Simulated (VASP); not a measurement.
Input of a VASP 6.6.1 run:

The input INCAR:

```
PREC = Accurate
ENCUT = 300
EDIFF = 1E-7
ISMEAR = 1
SIGMA = 0.1
LREAL = False
LASPH = True
NELM = 80
ALGO = Normal
ISIF = 3
LWAVE = False
LCHARG = False
GGA = PE
IBRION = 2
NSW = 90
EDIFFG = -0.005
```

Contents of KPOINTS:

```
regular mesh
0
Gamma
  6 6 6
```

The input POSCAR:

```
Ca                                      
1.0
    0.0000000000      2.7534105500      2.7534105500
    2.7534105500     -0.0000000000      2.7534105500
    2.7534105500      2.7534105500     -0.0000000000
  Ca            
     1
Direct
     0.0000000000000000    0.0000000000000000    0.0000000000000000
```

Potentials or basis: VASP PAW PBE potentials, release 64 (Ca_pv).

Launch:

```sh
$ cat potpaw_PBE.64/Ca_pv/POTCAR > POTCAR
$ mpirun -np 1 vasp_std > vasp.out
```

(1) What does it give for the relaxed cell?

(2) Estimate the relaxed volume.

Answers

(1) a = 3.891 Å, b = 3.891 Å, c = 3.891 Å, α = 60.00°, β = 60.00°, γ = 60.00°.

(2) 41.65 Å³/atom.
